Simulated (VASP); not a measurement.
# AgCl with r2SCAN + rVV10: from relaxation to properties, part 2 of 5

Wanted: the relaxed cell of AgCl and its properties. Left out of this account: 1 further run (core levels: core levels are not valid at this level). The start is a computed cell from the Materials Project.

VASP 6.6.1; r2SCAN with rVV10; plane waves and PAW (Ag, Cl).

So far, gap on the k-mesh (eV): step 2 (relaxing cell and atoms (r2SCAN + rVV10)) 1.36. The relaxed cell has a = 5.495 Å (conventional setting).

## (3) Second relaxation

The basis stayed that of the start cell while the cell moved. A rerun from the cell reached resets it; the error of the finite cutoff stays.

The input, INCAR:

```
SYSTEM = AgCl
PREC = Accurate
ENCUT = 400
EDIFF = 1E-06
NELM = 100
ISMEAR = 0
SIGMA = 0.05
LREAL = .FALSE.
ALGO = Normal
METAGGA = R2SCAN
LUSE_VDW = .TRUE.
IVDW_NL = 2
BPARAM = 11.95
CPARAM = 0.0093
LASPH = .TRUE.
NBANDS = 15
LORBIT = 11
LWAVE = .FALSE.
LCHARG = .FALSE.
KPAR = 2
IBRION = 2
NSW = 60
ISIF = 3
EDIFFG = -0.01
```

The input, POSCAR:

```
AgCl
1.0
    0.0000000000      2.7476700782      2.7476700782
    2.7476700782      0.0000000000      2.7476700782
    2.7476700782      2.7476700782      0.0000000000
Ag Cl
1 1
Direct
    0.0000000000      0.0000000000      0.0000000000
    0.5000000000      0.5000000000      0.5000000000
```

The input, KPOINTS:

```
Automatic mesh
0
Gamma
8 8 8
0 0 0
```

The projector-augmented-wave data sets are Ag and Cl (PBE family, release 64).

Run with:

```console
> mpirun -np 2 vasp_std
```

What it wrote:

```text
[banner, memory and clock lines left out]
running    2 mpi-ranks, on    1 nodes
 distrk:  each k-point on    1 cores,    2 groups
 distr:  one band on    1 cores,    1 groups

 POSCAR found type information on POSCAR AgCl
 POSCAR found :  2 types and       2 ions
 [... a notice as in an earlier step ...]

 [... a notice as in an earlier step ...]

 LDA part: xc-table for (None), standard interpolation
 POSCAR, INCAR and KPOINTS ok, starting setup
 FFT: planning ... GRIDC
 FFT: planning ... GRID_SOFT
 FFT: planning ... GRID
 WAVECAR not read
 entering main loop
       N       E                     dE             d eps       ncg     rms          rms(c)
Total rVV10 correction in eV:      0.5283212    21.5737324
Total rVV10 correction in eV:      0.5283212    21.5737324
DAV:   1     0.592966877638E+02    0.59297E+02   -0.77207E+03   918   0.902E+02
DAV:   2    -0.301713128585E+02   -0.89468E+02   -0.83154E+02  1038   0.211E+02
DAV:   3    -0.331465664224E+02   -0.29753E+01   -0.29696E+01  1129   0.415E+01
DAV:   4    -0.331674927126E+02   -0.20926E-01   -0.20925E-01  1059   0.378E+00
DAV:   5    -0.331678027325E+02   -0.31002E-03   -0.31002E-03  1122   0.455E-01    0.708E+00
Total rVV10 correction in eV:      0.5276404    21.5737320
Total rVV10 correction in eV:      0.5276404    21.5737320
DAV:   6    -0.281635257250E+02    0.50043E+01   -0.37863E+00   884   0.211E+01    0.631E+00
Total rVV10 correction in eV:      0.5331449    21.5737320
Total rVV10 correction in eV:      0.5331449    21.5737320
DAV:   7    -0.281032343045E+02    0.60291E-01   -0.17364E-01  1010   0.445E+00    0.401E+00
Total rVV10 correction in eV:      0.5416638    21.5737320
Total rVV10 correction in eV:      0.5416638    21.5737320
DAV:   8    -0.280917054086E+02    0.11529E-01   -0.11903E-01   982   0.409E+00    0.791E-01
Total rVV10 correction in eV:      0.5438195    21.5737320
Total rVV10 correction in eV:      0.5438195    21.5737320
DAV:   9    -0.280926731255E+02   -0.96772E-03   -0.41381E-03  1080   0.723E-01    0.384E-01
Total rVV10 correction in eV:      0.5432733    21.5737320
Total rVV10 correction in eV:      0.5432733    21.5737320
DAV:  10    -0.280920470065E+02    0.62612E-03   -0.15157E-03  1052   0.442E-01    0.133E-01
Total rVV10 correction in eV:      0.5429126    21.5737320
Total rVV10 correction in eV:      0.5429126    21.5737320
DAV:  11    -0.280919949620E+02    0.52044E-04   -0.57591E-04  1038   0.203E-01    0.351E-02
Total rVV10 correction in eV:      0.5429183    21.5737320
Total rVV10 correction in eV:      0.5429183    21.5737320
DAV:  12    -0.280919957800E+02   -0.81796E-06   -0.93834E-06  1164   0.307E-02
Total rVV10 correction in eV:      0.5431007    21.5737320
Total rVV10 correction in eV:      0.5431007    21.5737320
Total rVV10 correction in eV:      0.5430449    21.5737320
Total rVV10 correction in eV:      0.5430449    21.5737320
   1 F= -.28091996E+02 E0= -.28091996E+02  d E =-.280920E+02
 curvature:   0.00 expect dE= 0.000E+00 dE for cont linesearch  0.000E+00
 trial: gam= 0.00000 g(F)=  0.319E-62 g(S)=  0.211E-03 ort = 0.000E+00 (trialstep = 0.100E+01)
 search vector abs. value=  0.211E-03
 bond charge predicted
       N       E                     dE             d eps       ncg     rms          rms(c)
Total rVV10 correction in eV:      0.5429873    21.5737320
Total rVV10 correction in eV:      0.5429873    21.5737320
DAV:   1    -0.280943252022E+02   -0.23302E-02   -0.43871E-02   870   0.212E+00    0.358E-01
Total rVV10 correction in eV:      0.5440378    21.5737319
Total rVV10 correction in eV:      0.5440378    21.5737319
DAV:   2    -0.280919990384E+02    0.23262E-02   -0.55470E-03   884   0.856E-01    0.112E-01
Total rVV10 correction in eV:      0.5443192    21.5737319
Total rVV10 correction in eV:      0.5443192    21.5737319
DAV:   3    -0.280918649303E+02    0.13411E-03   -0.43133E-04  1059   0.180E-01    0.838E-02
Total rVV10 correction in eV:      0.5443056    21.5737319
Total rVV10 correction in eV:      0.5443056    21.5737319
DAV:   4    -0.280918487366E+02    0.16194E-04   -0.24141E-05  1059   0.472E-02    0.148E-02
Total rVV10 correction in eV:      0.5442744    21.5737319
Total rVV10 correction in eV:      0.5442744    21.5737319
DAV:   5    -0.280918474619E+02    0.12747E-05   -0.33324E-06   958   0.287E-02    0.680E-03
Total rVV10 correction in eV:      0.5442597    21.5737319
Total rVV10 correction in eV:      0.5442597    21.5737319
DAV:   6    -0.280918471283E+02    0.33358E-06   -0.75522E-07   540   0.813E-03
Total rVV10 correction in eV:      0.5442587    21.5737319
Total rVV10 correction in eV:      0.5442587    21.5737319
Total rVV10 correction in eV:      0.5442597    21.5737319
Total rVV10 correction in eV:      0.5442597    21.5737319
   2 F= -.28091847E+02 E0= -.28091847E+02  d E =0.148652E-03
[...]
3 F= -.28091955E+02 E0= -.28091955E+02  d E =0.407791E-04
[...]
4 F= -.28091977E+02 E0= -.28091977E+02  d E =0.190650E-04
 curvature:  -0.13 expect dE=-0.589E-05 dE for cont linesearch -0.589E-05
 ZBRENT: bisectioning
 opt :   0.1346  next Energy=   -28.091987 (dE= 0.853E-05)
 bond charge predicted
       N       E                     dE             d eps       ncg     rms          rms(c)
Total rVV10 correction in eV:      0.5433584    21.5737320
Total rVV10 correction in eV:      0.5433584    21.5737320
DAV:   1    -0.280920325116E+02   -0.56328E-04   -0.81797E-04   870   0.288E-01    0.481E-02
Total rVV10 correction in eV:      0.5432159    21.5737320
Total rVV10 correction in eV:      0.5432159    21.5737320
DAV:   2    -0.280919892519E+02    0.43260E-04   -0.10297E-04   870   0.116E-01    0.153E-02
Total rVV10 correction in eV:      0.5431788    21.5737320
Total rVV10 correction in eV:      0.5431788    21.5737320
DAV:   3    -0.280919869966E+02    0.22553E-05   -0.77659E-06  1045   0.238E-02    0.114E-02
Total rVV10 correction in eV:      0.5431812    21.5737320
Total rVV10 correction in eV:      0.5431812    21.5737320
DAV:   4    -0.280919874499E+02   -0.45324E-06   -0.41016E-07   659   0.630E-03
Total rVV10 correction in eV:      0.5431890    21.5737320
Total rVV10 correction in eV:      0.5431890    21.5737320
Total rVV10 correction in eV:      0.5431854    21.5737320
Total rVV10 correction in eV:      0.5431854    21.5737320
   5 F= -.28091987E+02 E0= -.28091987E+02  d E =0.833012E-05
 curvature:  -0.24 expect dE=-0.475E-05 dE for cont linesearch -0.475E-05
 trial: gam= 0.00000 g(F)=  0.244E-60 g(S)=  0.197E-04 ort =-0.645E-04 (trialstep = 0.827E+00)
 search vector abs. value=  0.197E-04
 reached required accuracy - stopping structural energy minimisation
```

The job ended after 1.9 min (2 MPI ranks of Intel Xeon 6975P-C (Granite Rapids), shared host; peak memory 0.51 GiB; 3.4 min of CPU time).

OUTCAR, selected parts (step 3):

```text
  LATTYP: Found a face centered cubic cell.
 ALAT       =     5.4953401564

The static configuration has the point symmetry O_h .

 Found     29 irreducible k-points:

   ENCUT  =  400.0 eV  29.40 Ry    5.42 a.u.   6.34  6.34  6.34*2*pi/ulx,y,z

   NELECT =      18.0000    total number of electrons

 E-fermi :   4.1811

 k-point     1 :       0.0000    0.0000    0.0000
  band No.  band energies     occupation
    ...
      5       1.3356      2.00000
      6       1.3356      2.00000
      7       1.3356      2.00000
      8       1.3889      2.00000
      9       1.3889      2.00000
     10       5.2500      0.00000
     11      15.1688      0.00000
     12      15.1688      0.00000
     13      15.1688      0.00000
     14      16.4987      0.00000
    ...

 k-point     2 :       0.1250    0.0000    0.0000
  band No.  band energies     occupation
    ...
      5       1.3944      2.00000
      6       1.3944      2.00000
      7       1.6221      2.00000
      8       2.2109      2.00000
      9       2.2109      2.00000
     10       5.9582      0.00000
     11      13.7642      0.00000
     12      14.9077      0.00000
     13      14.9077      0.00000
     14      16.6201      0.00000
    ...

  Total       -0.0165055     -0.0165055     -0.0165055     -0.0000000      0.0000000     -0.0000000
  in kB       -0.6370702     -0.6370702     -0.6370702     -0.0000000      0.0000000     -0.0000000
  external PRESSURE =      -0.6370702 kB  Pullay stress =       0.0000000 kB

  energy-cutoff  :      400.00
  volume of cell :       41.51
      direct lattice vectors                 reciprocal lattice vectors
     0.000000000  2.748152076  2.748152076    -0.181940441  0.181940441  0.181940441
     2.748152076  0.000000000  2.748152076     0.181940441 -0.181940441  0.181940441
     2.748152076  2.748152076  0.000000000     0.181940441  0.181940441 -0.181940441

 POSITION                                       TOTAL-FORCE (eV/Angst)
 -----------------------------------------------------------------------------------
      0.00000      0.00000      0.00000        -0.000000      0.000000     -0.000000
      2.74815      2.74815      2.74815         0.000000     -0.000000      0.000000
 -----------------------------------------------------------------------------------
    total drift:                                0.000000      0.000000      0.000000

  FREE ENERGIE OF THE ION-ELECTRON SYSTEM (eV)
  ---------------------------------------------------
  free  energy   TOTEN  =       -28.0919874499 eV

  energy  without entropy=      -28.0919874499  energy(sigma->0) =      -28.09198745

 total charge
# of ion       s       p       d       tot
------------------------------------------
    1        0.200   0.143   9.387   9.729
    2        1.609   3.511   0.000   5.119
--------------------------------------------------
tot          1.809   3.653   9.387  14.849

[... 5 parts as in an earlier step ...]

[... 6 further parts left out ...]
```

Little changed from the start: no atom moved by 0.005 Å and no cell edge by 0.1 %.

This step gave:

```
Fermi energy                    : 4.181 eV
pressure                        : -0.06371 GPa
SCF cycles over all ionic steps : 30
least direct gap on the k-mesh  : 3.747 eV
```

It ends with forces that vanish by symmetry and a pressure of -0.06 GPa. The volume moved by only 0.05 %, so the volume is settled.

## (4) Density, ELF and potential (r2SCAN + rVV10)

A single point on the relaxed cell gives a clean self-consistent state, with density, ELF and potential written out.

INCAR, as its differences from that of step 3:

```diff
@@ -18,7 +18,5 @@
 LWAVE = .FALSE.
-LCHARG = .FALSE.
-KPAR = 2
-IBRION = 2
-NSW = 60
-ISIF = 3
-EDIFFG = -0.01
+LCHARG = .TRUE.
+ISIF = 2
+LELF = .TRUE.
+LVHAR = .TRUE.
```

The input, POSCAR:

```
AgCl
1.0
    0.0000000000      2.7481520757      2.7481520757
    2.7481520757      0.0000000000      2.7481520757
    2.7481520757      2.7481520757      0.0000000000
Ag Cl
1 1
Direct
    0.0000000000      0.0000000000      0.0000000000
    0.5000000000      0.5000000000      0.5000000000
```

KPOINTS is that of step 3.

Run with:

```console
> mpirun -np 2 vasp_std
```

What it wrote:

```text
[banner, memory and clock lines left out]
running    2 mpi-ranks, on    1 nodes
 distrk:  each k-point on    2 cores,    1 groups
 distr:  one band on    1 cores,    2 groups

 POSCAR found type information on POSCAR AgCl
 POSCAR found :  2 types and       2 ions
 [... a notice as in an earlier step ...]

 [... a notice as in an earlier step ...]

 LDA part: xc-table for (None), standard interpolation
|                                                                             |
|           W    W    AA    RRRRR   N    N  II  N    N   GGGG   !!!           |
|           W    W   A  A   R    R  NN   N  II  NN   N  G    G  !!!           |
|           W    W  A    A  R    R  N N  N  II  N N  N  G       !!!           |
|           W WW W  AAAAAA  RRRRR   N  N N  II  N  N N  G  GGG   !            |
|           WW  WW  A    A  R   R   N   NN  II  N   NN  G    G                |
|           W    W  A    A  R    R  N    N  II  N    N   GGGG   !!!           |
|                                                                             |
|     The number of bands has been changed from the values supplied in        |
|     The orbitals not found in the WAVECAR file will be initialized with     |
|     random numbers, which is usually adequate. For correlated               |
|     calculations, however, you should redo the groundstate calculation.     |
|     I found NBANDS = 15. Now, NBANDS = 16.                                  |
|                                                                             |

 POSCAR, INCAR and KPOINTS ok, starting setup
 FFT: planning ... GRIDC
 FFT: planning ... GRID_SOFT
 FFT: planning ... GRID
 WAVECAR not read
 entering main loop
       N       E                     dE             d eps       ncg     rms          rms(c)
Total rVV10 correction in eV:      0.5284862    21.5737324
DAV:   1     0.585939159526E+02    0.58594E+02   -0.73231E+03   936   0.828E+02
DAV:   2    -0.302640409105E+02   -0.88858E+02   -0.82903E+02  1144   0.203E+02
DAV:   3    -0.331492023107E+02   -0.28852E+01   -0.28804E+01  1184   0.388E+01
DAV:   4    -0.331677828478E+02   -0.18581E-01   -0.18580E-01  1168   0.336E+00
DAV:   5    -0.331680569830E+02   -0.27414E-03   -0.27413E-03  1160   0.399E-01    0.707E+00
Total rVV10 correction in eV:      0.5278083    21.5737320
DAV:   6    -0.281635080361E+02    0.50045E+01   -0.36651E+00   944   0.198E+01    0.631E+00
Total rVV10 correction in eV:      0.5333088    21.5737320
DAV:   7    -0.281033409990E+02    0.60167E-01   -0.17051E-01  1032   0.415E+00    0.401E+00
Total rVV10 correction in eV:      0.5417765    21.5737320
DAV:   8    -0.280916292318E+02    0.11712E-01   -0.11373E-01  1064   0.380E+00    0.802E-01
Total rVV10 correction in eV:      0.5439840    21.5737320
DAV:   9    -0.280927101894E+02   -0.10810E-02   -0.40865E-03  1184   0.668E-01    0.391E-01
Total rVV10 correction in eV:      0.5434031    21.5737320
DAV:  10    -0.280920522513E+02    0.65794E-03   -0.15608E-03  1088   0.428E-01    0.126E-01
Total rVV10 correction in eV:      0.5430691    21.5737320
DAV:  11    -0.280920162828E+02    0.35969E-04   -0.52592E-04  1168   0.184E-01    0.380E-02
Total rVV10 correction in eV:      0.5430877    21.5737320
DAV:  12    -0.280920144192E+02    0.18636E-05   -0.11793E-05  1080   0.353E-02    0.229E-02
Total rVV10 correction in eV:      0.5432101    21.5737320
DAV:  13    -0.280920139028E+02    0.51633E-06   -0.20222E-05  1072   0.485E-02    0.620E-03
Total rVV10 correction in eV:      0.5431949    21.5737320
DAV:  14    -0.280920136669E+02    0.23596E-06   -0.76804E-07   568   0.990E-03
Total rVV10 correction in eV:      0.5431819    21.5737320
Total rVV10 correction in eV:      0.5431891    21.5737320
   1 F= -.28092014E+02 E0= -.28092014E+02  d E =-.213467E-20
```

Wall time 32 s (2 MPI ranks); peak memory 0.38 GiB; 55 s of CPU time.

From OUTCAR (step 4):

```text
  LATTYP: Found a face centered cubic cell.
 ALAT       =     5.4963041514

The static configuration has the point symmetry O_h .

 Found     29 irreducible k-points:

   k-points           NKPTS =     29   k-points in BZ     NKDIM =     29   number of bands    NBANDS=     16

   NELECT =      18.0000    total number of electrons

 E-fermi :   4.2025

 k-point     1 :       0.0000    0.0000    0.0000
  band No.  band energies     occupation
    ...
      5       1.3358      2.00000
      6       1.3358      2.00000
      7       1.3358      2.00000
      8       1.3891      2.00000
      9       1.3891      2.00000
     10       5.2502      0.00000
     11      15.1689      0.00000
     12      15.1689      0.00000
     13      15.1689      0.00000
     14      16.4986      0.00000
    ...

 k-point     2 :       0.1250    0.0000    0.0000
  band No.  band energies     occupation
    ...
      5       1.3946      2.00000
      6       1.3946      2.00000
      7       1.6223      2.00000
      8       2.2112      2.00000
      9       2.2112      2.00000
     10       5.9584      0.00000
     11      13.7643      0.00000
     12      14.9078      0.00000
     13      14.9078      0.00000
     14      16.6203      0.00000
    ...

  Total       -0.0208230     -0.0208230     -0.0208230      0.0000000      0.0000000     -0.0000000
  in kB       -0.8037123     -0.8037123     -0.8037123      0.0000000      0.0000000     -0.0000000
  external PRESSURE =      -0.8037123 kB  Pullay stress =       0.0000000 kB

 POSITION                                       TOTAL-FORCE (eV/Angst)
 -----------------------------------------------------------------------------------
      0.00000      0.00000      0.00000         0.000000     -0.000000      0.000000
      2.74815      2.74815      2.74815        -0.000000      0.000000     -0.000000
 -----------------------------------------------------------------------------------
    total drift:                                0.000000      0.000000      0.000000

  FREE ENERGIE OF THE ION-ELECTRON SYSTEM (eV)
  ---------------------------------------------------
  free  energy   TOTEN  =       -28.0920136669 eV

  energy  without entropy=      -28.0920136669  energy(sigma->0) =      -28.09201367

[... 7 parts as in an earlier step ...]

[... 5 further parts left out ...]
```

Numbers from this step:

* SCF cycles: 14
* bands: 16
* Fermi energy: 4.202 eV
* pressure: -0.08037 GPa
* gap on the k-mesh: 1.363 eV

Valence electrons inside each PAW sphere by angular momentum. Sphere charges, by row:

| atom | s (e) | p (e) | d (e) | tot (e) |
| --- | --- | --- | --- | --- |
| Ag1 | 0.2 | 0.143 | 9.387 | 9.729 |
| Cl2 | 1.609 | 3.511 | 0 | 5.119 |

ELF in the ac plane of the conventional cell at fractional y = 0.000, with atoms of Ag and Cl within 0.2 Å of it. It is the smooth field of the valence electrons, not physical close to the nuclei.

Values, 15 rows by 15 columns, each cell a mean:
```
0.01 0.08 0.21 0.14 0.45 0.83 0.80 0.59 0.71 0.85 0.68 0.19 0.19 0.15 0.03
0.13 0.20 0.20 0.11 0.35 0.75 0.85 0.84 0.85 0.82 0.56 0.14 0.15 0.21 0.15
0.20 0.17 0.12 0.07 0.19 0.48 0.66 0.72 0.70 0.58 0.31 0.08 0.09 0.15 0.19
0.20 0.17 0.11 0.05 0.06 0.13 0.19 0.22 0.21 0.15 0.08 0.04 0.08 0.14 0.19
0.70 0.63 0.45 0.16 0.07 0.11 0.17 0.19 0.18 0.14 0.08 0.08 0.31 0.56 0.68
0.85 0.84 0.73 0.32 0.11 0.20 0.20 0.14 0.16 0.21 0.14 0.15 0.58 0.82 0.85
0.61 0.81 0.82 0.41 0.14 0.21 0.08 0.01 0.03 0.16 0.18 0.21 0.70 0.85 0.71
0.44 0.77 0.83 0.44 0.15 0.20 0.05 0.00 0.01 0.14 0.19 0.22 0.72 0.84 0.59
0.77 0.85 0.80 0.38 0.12 0.21 0.12 0.05 0.08 0.20 0.17 0.19 0.66 0.85 0.80
0.84 0.80 0.64 0.24 0.09 0.17 0.21 0.20 0.21 0.20 0.11 0.13 0.48 0.75 0.83
0.47 0.40 0.25 0.09 0.05 0.09 0.12 0.15 0.14 0.11 0.07 0.06 0.19 0.35 0.45
0.14 0.12 0.09 0.05 0.09 0.24 0.38 0.44 0.41 0.32 0.16 0.05 0.07 0.11 0.14
0.21 0.21 0.16 0.09 0.25 0.64 0.80 0.83 0.82 0.73 0.45 0.11 0.12 0.20 0.21
0.06 0.14 0.21 0.12 0.40 0.80 0.85 0.77 0.81 0.84 0.63 0.17 0.17 0.20 0.08
0.00 0.06 0.21 0.14 0.47 0.84 0.77 0.44 0.61 0.85 0.70 0.20 0.20 0.13 0.01
```
Columns run along a (5.5 Å), rows up along c (5.5 Å), edges of the conventional cell, whose origin can differ from the input's. Atoms in or near the plane, at fractional coordinates: Ag at (0.00, 0.00), Ag at (0.50, 0.50), Cl at (0.50, 0.00), Cl at (0.00, 0.50).

Electrostatic potential energy in the ac plane of the conventional cell at fractional y = 0.000, with atoms of Ag and Cl within 0.2 Å of it. With pseudopotentials it is smooth inside the atoms' cores, unlike the true potential.

Ten even steps from '_' (-89 eV) to '@' (4 eV), each cell a mean:
```
::==##@@@@%%::__..++@@@@%%++--
++**%%@@@@@@##==++%%@@@@@@##++
%%@@@@@@@@@@@@@@@@@@@@@@@@@@%%
@@@@@@@@@@@@@@@@@@@@@@@@@@@@@@
@@@@@@@@@@@@@@%%%%@@@@@@@@@@@@
++##@@@@@@%%**++++##@@@@@@%%++
__--%%@@@@##==::--++%%@@@@++..
__::##@@@@**--::::++%%@@@@==__
..==%%@@@@##++--==**@@@@@@##::
##%%@@@@@@@@##**##%%@@@@@@@@%%
@@@@@@@@@@@@@@@@@@@@@@@@@@@@@@
@@@@@@@@@@@@@@@@@@@@@@@@@@@@@@
##%%@@@@@@@@%%##%%@@@@@@@@%%##
--++%%@@@@%%==::--##@@@@@@**==
::--##@@@@##..____++@@@@%%++::
```
Columns run along a (5.5 Å; values clipped at the 3rd and 97th percentile), rows up along c (5.5 Å), edges of the conventional cell, whose origin can differ from the input's. Atoms in or near the plane, at fractional coordinates: Ag at (0.00, 0.00), Ag at (0.50, 0.50), Cl at (0.50, 0.00), Cl at (0.00, 0.50).

Valence density in the ac plane of the conventional cell at fractional y = 0.000, with atoms of Ag and Cl within 0.2 Å of it. It is the smooth field of the valence electrons, not physical close to the nuclei.

Ten even steps from '0' (0.1 e/Å³) to '9' (7.2 e/Å³), each cell a mean:
```
841001211100037
320000111100013
000000000000000
000000000000000
000000000000000
110000132100011
121001486200011
021001598300011
210001354100012
100000111000001
000000000000000
000000000000000
100000011000001
530000122100024
951001201100038
```
Columns run along a (5.5 Å), rows up along c (5.5 Å), edges of the conventional cell, whose origin can differ from the input's. Atoms in or near the plane, at fractional coordinates: Ag at (0.00, 0.00), Ag at (0.50, 0.50), Cl at (0.50, 0.00), Cl at (0.00, 0.50).

In this run the pressure is -0.08 GPa, small enough to go on.

[end of part 2 of 5]

[Lines on the potential files, build, host, timing and source positions are cut from VASP's logs without a mark.]

[Logs are printed without paths, hosts, clocks, repeated set-up lines and the standing remarks that a program may print on its own settings, such as how far it seeks lower states.]

[Hosts, paths, dates, database ids (printed as entryN), source tags and the programs' standing remarks are cut or masked in the printed files.]

[A measured line is paired with the nearest computed mode of its activity, which favours agreement.]
